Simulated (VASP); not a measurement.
# La5Ge3 with PBEsol: from relaxation to properties, part 2 of 6

What structure does La5Ge3 take at this level, and what are its properties? Left out of this account: 1 further run (relaxation: it shows nothing beyond the runs told). The start is a computed cell from the Materials Project.

VASP 6.6.1; PBEsol; plane waves and PAW (La, Ge_d).

Still holding for the runs below: The k-mesh is coarse for a metal.

So far. Step 2 (Relaxing cell and atoms (PBEsol)): It ends with a largest force of 0.008 eV/Å and a pressure of 0.03 GPa.

**3. Second relaxation**

The basis stayed that of the start cell while the cell moved. A rerun from the cell reached resets it; the error of the finite cutoff stays.

File INCAR:

```
SYSTEM = La5Ge3
PREC = Accurate
ENCUT = 410
EDIFF = 1E-06
NELM = 100
ISMEAR = 1
SIGMA = 0.2
LREAL = .FALSE.
ALGO = Normal
GGA = PS
NBANDS = 120
LASPH = .TRUE.
LORBIT = 11
LWAVE = .FALSE.
LCHARG = .FALSE.
KPAR = 4
NCORE = 2
IBRION = 2
NSW = 60
ISIF = 3
EDIFFG = -0.01
```

File POSCAR:

```
La5Ge3
1.0
    8.9337803919      0.0000000000      0.0000000000
   -4.4668901959      7.7368807713      0.0000000000
    0.0000000000      0.0000000000      6.7174537308
La Ge
10 6
Direct
    0.6666666700      0.3333333300      0.0000000000
    0.3333333300      0.6666666700      0.0000000000
    0.3333333300      0.6666666700      0.5000000000
    0.6666666700      0.3333333300      0.5000000000
    0.7467885728      0.7467885728      0.7500000000
    0.2532114272      0.0000000000      0.7500000000
    0.0000000000      0.2532114272      0.7500000000
    0.2532114272      0.2532114272      0.2500000000
    0.7467885728      0.0000000000      0.2500000000
    0.0000000000      0.7467885728      0.2500000000
    0.3891162677      0.3891162677      0.7500000000
    0.6108837323      0.0000000000      0.7500000000
    0.0000000000      0.6108837323      0.7500000000
    0.6108837323      0.6108837323      0.2500000000
    0.3891162677      0.0000000000      0.2500000000
    0.0000000000      0.3891162677      0.2500000000
```

File KPOINTS:

```
Automatic mesh
0
Gamma
3 3 4
0 0 0
```

Potentials, in the order of the species: La and Ge_d (PBE family, release 64).

Run with:

```
mpirun -np 8 vasp_std
```

Log:

```text
[banner, memory and clock lines left out]
running    8 mpi-ranks, on    1 nodes
 distrk:  each k-point on    2 cores,    4 groups
 distr:  one band on    2 cores,    1 groups

 POSCAR found type information on POSCAR LaGe
 POSCAR found :  2 types and      16 ions
 [... a notice as in an earlier step ...]

 LDA part: xc-table for (Slater+PW92), standard interpolation
 POSCAR, INCAR and KPOINTS ok, starting setup
 FFT: planning ... GRIDC
 FFT: planning ... GRID_SOFT
 FFT: planning ... GRID
 WAVECAR not read
 entering main loop
       N       E                     dE             d eps       ncg     rms          rms(c)
DAV:   1     0.277188073870E+04    0.27719E+04   -0.59734E+04  2240   0.256E+03
DAV:   2     0.105863855856E+04   -0.17132E+04   -0.15942E+04  2544   0.676E+02
DAV:   3     0.115109335328E+03   -0.94353E+03   -0.92678E+03  3328   0.347E+02
DAV:   4    -0.728156626783E+02   -0.18792E+03   -0.18222E+03  3600   0.179E+02
DAV:   5    -0.922481701701E+02   -0.19433E+02   -0.18845E+02  4032   0.670E+01    0.122E+01
DAV:   6    -0.933841183641E+02   -0.11359E+01   -0.53331E+01  4312   0.264E+01    0.622E+00
DAV:   7    -0.938406003797E+02   -0.45648E+00   -0.15184E+01  4304   0.164E+01    0.354E+00
DAV:   8    -0.941073601079E+02   -0.26676E+00   -0.40789E+00  4064   0.847E+00    0.123E+00
DAV:   9    -0.941653111010E+02   -0.57951E-01   -0.10678E+00  4320   0.446E+00    0.809E-01
DAV:  10    -0.941940053365E+02   -0.28694E-01   -0.32286E-01  4320   0.221E+00    0.527E-01
DAV:  11    -0.942080628701E+02   -0.14058E-01   -0.12431E-01  4320   0.128E+00    0.289E-01
DAV:  12    -0.942146531646E+02   -0.65903E-02   -0.53934E-02  4320   0.776E-01    0.171E-01
DAV:  13    -0.942189364198E+02   -0.42833E-02   -0.35336E-02  4216   0.561E-01    0.764E-02
DAV:  14    -0.942201138163E+02   -0.11774E-02   -0.11988E-02  4312   0.394E-01    0.498E-02
DAV:  15    -0.942208488606E+02   -0.73504E-03   -0.73866E-03  4128   0.245E-01    0.210E-02
DAV:  16    -0.942211152107E+02   -0.26635E-03   -0.31092E-03  4216   0.182E-01    0.129E-02
DAV:  17    -0.942211867874E+02   -0.71577E-04   -0.81517E-04  3336   0.103E-01    0.240E-02
DAV:  18    -0.942212360169E+02   -0.49230E-04   -0.38158E-04  3368   0.548E-02    0.139E-02
DAV:  19    -0.942212540261E+02   -0.18009E-04   -0.14438E-04  3000   0.408E-02    0.118E-02
DAV:  20    -0.942212622462E+02   -0.82201E-05   -0.58449E-05  2496   0.242E-02    0.992E-03
DAV:  21    -0.942212709849E+02   -0.87387E-05   -0.57491E-05  3224   0.260E-02    0.121E-03
DAV:  22    -0.942212738102E+02   -0.28253E-05   -0.24403E-05  2728   0.170E-02    0.261E-03
DAV:  23    -0.942212745437E+02   -0.73346E-06   -0.64891E-06  1944   0.117E-02
   1 F= -.94221275E+02 E0= -.94205323E+02  d E =-.942213E+02
 curvature:   0.00 expect dE= 0.000E+00 dE for cont linesearch  0.000E+00
 trial: gam= 0.00000 g(F)=  0.208E-04 g(S)=  0.325E-04 ort = 0.000E+00 (trialstep = 0.100E+01)
 search vector abs. value=  0.533E-04
 reached required accuracy - stopping structural energy minimisation
```

Elapsed: 4.7 min, on 8 MPI ranks of AMD EPYC 7R43, shared host; peak memory 2.8 GiB.

Parts of OUTCAR (step 3):

```text
  LATTYP: Found a hexagonal cell.
 ALAT       =     8.9337803919
 C/A-ratio  =     0.7519161470

 Found      9 irreducible k-points:

   ENCUT  =  410.0 eV  30.13 Ry    5.49 a.u.  14.75 14.75 11.09*2*pi/ulx,y,z

   NELECT =     194.0000    total number of electrons

 E-fermi :   7.6046

 k-point     1 :       0.0000    0.0000    0.0000
  band No.  band energies     occupation
    ...
     97       7.4690      1.90366
     98       7.4690      1.90366
     99       7.6178      0.88787
    100       7.6178      0.88786
    101       7.6611      0.54219
    102       7.8759     -0.06645
    103       7.9467     -0.03615
    104       8.5082     -0.00000
    105       8.7829     -0.00000
    106       8.7829     -0.00000
    ...

 k-point     2 :       0.3333   -0.0000    0.0000
  band No.  band energies     occupation
    ...
     94       7.1382      2.00475
     95       7.1451      2.00546
     96       7.4103      2.04380
     97       7.5285      1.59493
     98       7.6065      0.98360
     99       7.6669      0.49964
    100       7.6887      0.35271
    101       7.7306      0.13369
    102       7.9202     -0.04817
    103       8.2880     -0.00002
    ...

  Total        0.0715762      0.0715762      0.0231082      0.0000000      0.0000000     -0.0000000
  in kB        0.2469865      0.2469865      0.0797391      0.0000000      0.0000000     -0.0000000
  external PRESSURE =       0.1912374 kB  Pullay stress =       0.0000000 kB

  energy-cutoff  :      410.00
  volume of cell :      464.31
      direct lattice vectors                 reciprocal lattice vectors
     8.933780392  0.000000000  0.000000000     0.111934697  0.064625527  0.000000000
    -4.466890196  7.736880771  0.000000000     0.000000000  0.129251055  0.000000000
     0.000000000  0.000000000  6.717453731     0.000000000  0.000000000  0.148865930

 POSITION                                       TOTAL-FORCE (eV/Angst)
 -----------------------------------------------------------------------------------
      4.46689      2.57896      0.00000         0.000000     -0.000000      0.000000
     -0.00000      5.15792      0.00000         0.000000     -0.000000      0.000000
     -0.00000      5.15792      3.35873         0.000000     -0.000000      0.000000
      4.46689      2.57896      3.35873         0.000000     -0.000000      0.000000
      3.33582      5.77781      5.03809        -0.003389     -0.005870      0.000000
      2.26214      0.00000      5.03809         0.006778     -0.000000     -0.000000
     -1.13107      1.95907      5.03809        -0.003389      0.005870      0.000000
      1.13107      1.95907      1.67936         0.003389      0.005870     -0.000000
      6.67165      0.00000      1.67936        -0.006778     -0.000000      0.000000
     -3.33582      5.77781      1.67936         0.003389     -0.005870      0.000000
      1.73814      3.01055      5.03809         0.002551      0.004419      0.000000
      5.45750      0.00000      5.03809        -0.005102     -0.000000     -0.000000
     -2.72875      4.72633      5.03809         0.002551     -0.004419     -0.000000
      2.72875      4.72633      1.67936        -0.002551     -0.004419     -0.000000
      3.47628      0.00000      1.67936         0.005102     -0.000000      0.000000
     -1.73814      3.01055      1.67936        -0.002551      0.004419      0.000000
 -----------------------------------------------------------------------------------
    total drift:                                0.000000     -0.000000      0.000000

  FREE ENERGIE OF THE ION-ELECTRON SYSTEM (eV)
  ---------------------------------------------------
  free  energy   TOTEN  =       -94.2212745437 eV

  energy  without entropy=      -94.1734199410  energy(sigma->0) =      -94.20532301

 total charge
# of ion       s       p       d       f       tot
--------------------------------------------------
    1        2.062   5.596   0.819   0.137   8.613
    2        2.062   5.596   0.819   0.137   8.613
    3        2.062   5.596   0.819   0.137   8.613
    4        2.062   5.596   0.819   0.137   8.613
    5        2.058   5.604   0.770   0.100   8.533
    6        2.058   5.604   0.770   0.100   8.533
    7        2.058   5.604   0.770   0.100   8.533
    8        2.058   5.604   0.770   0.100   8.533
    9        2.058   5.604   0.770   0.100   8.533
   10        2.058   5.604   0.770   0.100   8.533
   11        1.146   1.245   9.974   0.000  12.366
   12        1.146   1.245   9.974   0.000  12.366
   13        1.146   1.245   9.974   0.000  12.366
   14        1.146   1.245   9.974   0.000  12.366
   15        1.146   1.245   9.974   0.000  12.366
   16        1.146   1.245   9.974   0.000  12.366
--------------------------------------------------
tot         27.474  63.480  67.739   1.149 159.842

[... 5 parts as in an earlier step ...]

[... 7 further parts left out ...]
```

Little changed from the start: no atom moved by 0.005 Å and no cell edge by 0.1 %.

This step gave:

| Quantity | Value |
| --- | --- |
| free energy (TOTEN) | -94.2213 eV |
| energy at zero smearing | -94.2053 eV |
| pressure | 0.01912 GPa |
| SCF cycles over all ionic steps | 23 |

It ends with a largest force of 0.007 eV/Å and a pressure of 0.02 GPa. The volume moved by under 0.01 %: the run met its threshold at the first step.

(Continued in part 3 of 6.)

[Lines on the potential files, build, host, timing and source positions are cut from VASP's logs without a mark.]

[Logs are printed without paths, hosts, clocks, repeated set-up lines and the standing remarks that a program may print on its own settings, such as how far it seeks lower states.]

[Hosts, paths, dates, database ids (printed as entryN), source tags and the programs' standing remarks are cut or masked in the printed files.]

[A measured line is paired with the nearest computed mode of its activity, which favours agreement.]

[In band tables of VASP the shares of atoms and orbitals are scaled to a sum of 1 inside the atoms' spheres.]
